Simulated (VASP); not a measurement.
# HfHICl₂O: harmonic vibrations of a molecule

HfHICl₂O, molecule in box, 6 atoms in the cell. PBE, harmonic vibrations; PAW potentials O, Hf_pv, Cl, I, H (PBE set).

## Input

INCAR.step1:
```
SYSTEM = HfHICl2O
PREC = Accurate
ENCUT = 400
EDIFF = 1E-8
ISMEAR = 0
SIGMA = 0.01
ISYM = 0
LREAL = .FALSE.
LASPH = .TRUE.
NELM = 100
ALGO = Normal
LWAVE = .FALSE.
LCHARG = .FALSE.
IBRION = 2
NSW = 60
ISIF = 2
EDIFFG = -0.002
POTIM = 0.5
```

INCAR.step2, as INCAR.step1 but for:
```
- IBRION = 2
- NSW = 60
- ISIF = 2
- EDIFFG = -0.002
- POTIM = 0.5
+ IBRION = 5
+ NFREE = 2
+ POTIM = 0.015
+ NSW = 1
```

KPOINTS:
```
k-points
0
Gamma
  1 1 1
```

POSCAR.step1:
```
HfHICl2O
1.0
   13.0000000000      0.0000000000      0.0000000000
    0.0000000000     13.0000000000      0.0000000000
    0.0000000000      0.0000000000     14.0000000000
O Hf Cl I H
1 1 2 1 1
Direct
    0.4604923100      0.4845153800      0.5806321400
    0.4893461500      0.4598923100      0.4511535700
    0.6446615400      0.3709000000      0.4390678600
    0.3573384600      0.3610000000      0.3854607100
    0.5031769200      0.6422307700      0.3583250000
    0.4460384600      0.4957538500      0.6465321400
```

Commands (each step's output is kept before the next begins):
```
cat potpaw_PBE.64/O/POTCAR potpaw_PBE.64/Hf_pv/POTCAR potpaw_PBE.64/Cl/POTCAR potpaw_PBE.64/I/POTCAR potpaw_PBE.64/H/POTCAR > POTCAR
cp INCAR.step1 INCAR
cp POSCAR.step1 POSCAR
mpirun -np 8 vasp_gam > vasp.out
cp CONTCAR POSCAR
cp INCAR.step2 INCAR
mpirun -np 8 vasp_gam > vasp.out
```

## Result

- Vibrations (cm⁻¹; a negative value is imaginary): 3888, 729, 375, 370, 217, 200, 188, 148, 135, 97, 82, 70
- Zero-point energy (eV): 0.403
- Translations and rotations, which should read zero (cm⁻¹): -8, -1, 0, 3, 3, 7
- Vibrational entropy at 298 K (meV/K): 1.121
- Displaced cells: 36
- Ionic steps, all stages: 92
- Electronic steps, all stages: 1398

VASP 6.6.1 took 1784 s on 8 cores (Intel Xeon Platinum 8488C (Sapphire Rapids)), a shared host.
